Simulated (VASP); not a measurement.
A convergence study with VASP on As (a7): one setting is varied, all else stays as given below, so the limit is that of these other settings.

```
CELL_PARAMETERS angstrom
      3.68036    -1.88000     0.00000
      3.68036     1.88000     0.00000
      2.72002     0.00000     3.11142
ATOMIC_POSITIONS crystal
  As 0.22700 0.22700 0.22700
  As 0.77300 0.77300 0.77300
```

Method: PBE GGA, VASP's PBE PAW potentials (set 64) (plane waves; VASP 6.6.1). The tightest run used: 550 eV cut-off, 21×21×21 Γ-centred mesh, first-order Methfessel-Paxton smearing of 0.10 eV, potentials As.

Q: The settings run are 1×1×1 mesh; 2×2×2 mesh; 3×3×3 mesh; 4×4×4 mesh; 5×5×5 mesh; 7×7×7 mesh; 8×8×8 mesh; 9×9×9 mesh; 10×10×10 mesh; 11×11×11 mesh; 12×12×12 mesh; 14×14×14 mesh; 15×15×15 mesh; 16×16×16 mesh; 17×17×17 mesh; 18×18×18 mesh; 20×20×20 mesh; 21×21×21 mesh. From which on does the stress (every component) stay within 0.1 GPa of the tightest run?

A: From 15×15×15 mesh on: it is off by 0.08 there and by no more than 0.1 in any finer run, while 14×14×14 mesh is off by 0.13.
```
setting        E (eV/atom)  pressure (GPa)  largest force (eV/Å)  irreducible k-points  difference judged (GPa)
-------------  -----------  --------------  --------------------  --------------------  -----------------------
1×1×1 mesh          0.5221           67.79                 3.517                     1                    77.80
2×2×2 mesh         -3.6839           16.57                 2.338                     4                    13.66
3×3×3 mesh         -4.7240            4.15                 0.049                     6                     3.12
4×4×4 mesh         -4.6959            3.58                 0.048                    13                     1.85
5×5×5 mesh         -4.6850            3.21                 0.108                    19                     1.56
7×7×7 mesh         -4.6717            3.43                 0.252                    44                     0.31
8×8×8 mesh         -4.6667            3.52                 0.280                    65                     0.13
9×9×9 mesh         -4.6649            3.53                 0.290                    85                     0.08
10×10×10 mesh      -4.6626            3.52                 0.304                   116                     0.11
11×11×11 mesh      -4.6621            3.55                 0.294                   146                     0.17
12×12×12 mesh      -4.6607            3.55                 0.303                   189                     0.10
14×14×14 mesh      -4.6601            3.57                 0.294                   288                     0.13
15×15×15 mesh      -4.6597            3.60                 0.294                   344                     0.08
16×16×16 mesh      -4.6598            3.60                 0.294                   417                     0.05
17×17×17 mesh      -4.6595            3.59                 0.289                   489                     0.06
18×18×18 mesh      -4.6594            3.61                 0.285                   580                     0.02
20×20×20 mesh      -4.6596            3.60                 0.277                   781                     0.00
21×21×21 mesh      -4.6597            3.60                 0.275                   891                     0.00
```

Left out are rungs that failed or repeat a setting and relaxations that didn't move; long series are thinned to 24 rows.

The compound is As in the a7 structure. The cell was not relaxed at this level, forces remain on its atoms.
